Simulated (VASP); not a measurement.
Here is the system:

```yaml
crystal:
  lattice:
    - [0.00000, 2.47843, 2.47843]
    - [2.47843, 0.00000, 2.47843]
    - [2.47843, 2.47843, 0.00000]
  atoms:
    - { symbol: Li, position: [0.00000, 0.00000, 0.00000] }
    - { symbol: Cl, position: [0.50000, 0.50000, 0.50000] }
```

Computed with r2SCAN+rVV10, VASP's PBE PAW potentials (set 64) (plane waves; VASP). Numerical set-up: 520 eV cut-off, 9×9×9 Γ-centred mesh, Gaussian smearing of 0.050 eV, potentials Li_sv Cl.

Give the stress tensor in GPa (positive for a compressed cell).

```
2.77  0.00  0.00
0.00  2.77  0.00
0.00  0.00  2.77
```
The pressure is its mean diagonal, 2.77 GPa.

The compound is LiCl in the rock salt structure. This cell is one point of a volume scan, at 0.94 of the reference volume.
